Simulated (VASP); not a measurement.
A convergence study with VASP on Mg₂Si (antifluorite): one setting is varied, all else stays as given below, so the limit is that of these other settings. Each run relaxes cell and ions from the cell shown.

```
Mg2Si
1.0
    0.00000     3.17500     3.17500
    3.17500     0.00000     3.17500
    3.17500     3.17500     0.00000
Mg Si
2 1
Direct
  0.25000   0.25000   0.25000
  0.75000   0.75000   0.75000
  0.00000   0.00000   0.00000
```

The numbers are results of PBE GGA, VASP's PBE PAW potentials (set 64) (plane waves; VASP), not measurements. The tightest run used: 550 eV cut-off, 10×10×10 Γ-centred mesh, Gaussian smearing of 0.050 eV, potentials Mg Si.

Gaps are read on the run's mesh, which can miss a band edge.

### Question
The settings run are 2×2×2 mesh; 3×3×3 mesh; 4×4×4 mesh; 6×6×6 mesh; 7×7×7 mesh; 8×8×8 mesh; 9×9×9 mesh; 10×10×10 mesh. From which on does the relaxed volume stay within 0.02 Å³/atom of the tightest run?

### Answer
From 4×4×4 mesh on: it is off by 0.012 there and by no more than 0.02 in any finer run, while 3×3×3 mesh is off by 0.031.
```csv
setting,relaxed volume (Å³/atom),E (eV/atom),gap on the mesh (eV),irreducible k-points,difference judged (Å³/atom)
2×2×2 mesh,21.758,-2.2916,0.047,3,0.315
3×3×3 mesh,21.474,-2.8014,0.668,4,0.031
4×4×4 mesh,21.431,-2.9186,0.175,8,0.012
6×6×6 mesh,21.434,-2.9653,0.206,16,0.009
7×7×7 mesh,21.438,-2.9696,0.341,20,0.005
8×8×8 mesh,21.441,-2.9714,0.212,29,0.003
9×9×9 mesh,21.442,-2.9721,0.293,35,0.001
10×10×10 mesh,21.443,-2.9724,0.214,47,0.000
```

Left out are rungs that failed or repeat a setting and relaxations that didn't move; long series are thinned to 24 rows.

The compound is Mg2Si in the antifluorite structure.
